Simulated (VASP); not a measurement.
# B4Cl3: single point with PBE

Crystal: B4Cl3.

```
CELL_PARAMETERS angstrom
5.54211 0.00000 0.00000
-2.77105 4.79960 0.00000
0.00000 0.00000 7.61051
ATOMIC_POSITIONS crystal
B 0.33333 0.66667 0.75303
B 0.33333 0.66667 0.24697
B 0.66667 0.33333 0.24697
B 0.66667 0.33333 0.75303
Cl 0.33333 0.66667 0.00000
Cl 0.66667 0.33333 0.00000
Cl 0.00000 0.00000 0.00000
```

The cell was built by a generator and needn't be a form met in nature.

The cell isn't the ideal one: random cell by space group and Wyckoff sites (P6/mmm, No. 191).

```json
{"Program": "VASP 6.6.1", "Task": "single point", "Functional": "PBE", "Potentials or basis": "VASP PAW PBE potentials, release 64 (B, Cl)", "Cutoff": "520 eV", "k mesh": "6 × 6 × 2", "Occupations": "gaussian, width 0.1 eV", "Spin": "no spin polarisation", "Dipole correction": "no", "Further INCAR settings": "ALGO = Fast; EDIFF = 1e-06; NBANDS = 26"}
```

The pressure is -0.1 GPa and the largest force is 0.020 eV/Å. The band gap on the k mesh is none (metal or under the smearing width).

Forces on the atoms (eV/Å):
```
B    0.000  0.000  0.020
B    0.000  0.000 -0.020
B    0.000  0.000 -0.020
B    0.000  0.000  0.020
Cl   0.000  0.000  0.000
Cl   0.000  0.000  0.000
Cl   0.000  0.000  0.000
```

Stress tensor (GPa, compression positive):
```
-0.13  0.00  0.00
 0.00 -0.13  0.00
 0.00  0.00 -0.05
```

Levels at points of the mesh, in eV from the Fermi level:
| k point | band 13 | band 14 | band 15 | band 16 | band 17 | band 18 | band 19 | band 20 |
| --- | --- | --- | --- | --- | --- | --- | --- | --- |
| (0.00, 0.00, 0.00) | -0.83 | -0.37 | -0.37 | -0.24 | 0.15 | 0.15 | 1.71 | 1.71 |
| (0.50, 0.00, 0.00) | -1.58 | -0.82 | -0.72 | -0.44 | -0.17 | 1.21 | 1.40 | 1.97 |
| (0.00, 0.00, 0.50) | -0.88 | -0.77 | -0.37 | -0.37 | 0.04 | 0.04 | 1.92 | 1.92 |
| (0.50, 0.00, 0.50) | -1.93 | -1.07 | -0.72 | -0.44 | -0.30 | 1.06 | 1.65 | 2.04 |

It took 62 s on 1 thread of Intel(R) Xeon(R) Platinum 8488C (Sapphire Rapids) (shared host), peak memory 0.32 GiB.

Caveat: the k mesh is coarse (spacing up to 0.41 Å⁻¹), so the values aren't converged; this functional lacks dispersion, which binds the layers, so the pressure and a relaxed spacing across them are unreliable; an odd number of electrons without spin polarisation forces a metal; a magnetic or distorted state may lie lower.
